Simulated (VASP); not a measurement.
Level of theory: LDA (Ceperley-Alder, Perdew-Zunger), VASP's LDA PAW potentials (set 64) (plane waves; VASP).

VASP input:

**INCAR**
```
NELM = 100
LMAXMIX = 4
EDIFF = 1E-6   # SCF stop (eV)
LWAVE = .FALSE.
ENCUT = 300   # plane-wave cut-off (eV)
SIGMA = 0.1   # width (eV)
LASPH = .TRUE.   # aspherical one-centre terms
LREAL = .FALSE.   # projection in real space or not
ISMEAR = 0   # Gaussian
ALGO = Normal   # blocked Davidson
ISIF = 2   # forces and stress, cell fixed
LCHARG = .FALSE.
SYSTEM = GaCu3
PREC = Accurate
```

### KPOINTS
```
Regular mesh
0
G
  5 5 5
```

### POSCAR
```
GaCu3
1
    5.1573900000     0.0000000000     0.0000000000
   -2.5786950000     4.4664310000     0.0000000000
    0.0000000000     0.0000000000     4.2012400000
Ga Cu
2 6
Direct
  0.3348910000   0.6672420000   0.7481270000
  0.6695600000   0.3359930000   0.2531910000
  0.1754420000   0.3316170000   0.2623100000
  0.8403330000   0.6653210000   0.7449490000
  0.8340110000   0.1730850000   0.7500860000
  0.1480690000   0.8260350000   0.2416680000
  0.6684730000   0.8363420000   0.2489590000
  0.3292230000   0.1643650000   0.7507100000
```

POTCAR, in this order: Ga_d Cu (LDA.64 set). Program: vasp_std.

**Question.** What will the output report for the number of irreducible k-points (NKPTS), largest plane-wave count, number of space-group operations, FFT grid (NGX, NGY, NGZ)?

**Answer.** 
| Quantity | Result |
|---|---|
| number of irreducible k-points (NKPTS) | 63 |
| largest plane-wave count | 1164 |
| number of space-group operations | 1 |
| FFT grid (NGX, NGY, NGZ) | 30 × 30 × 24 |

The structure comes from a computed database's GaCu3 entry (P6_3/mmc); how it stands against other phases isn't given here. The cell was not relaxed at this level, atoms are displaced from their ideal sites.
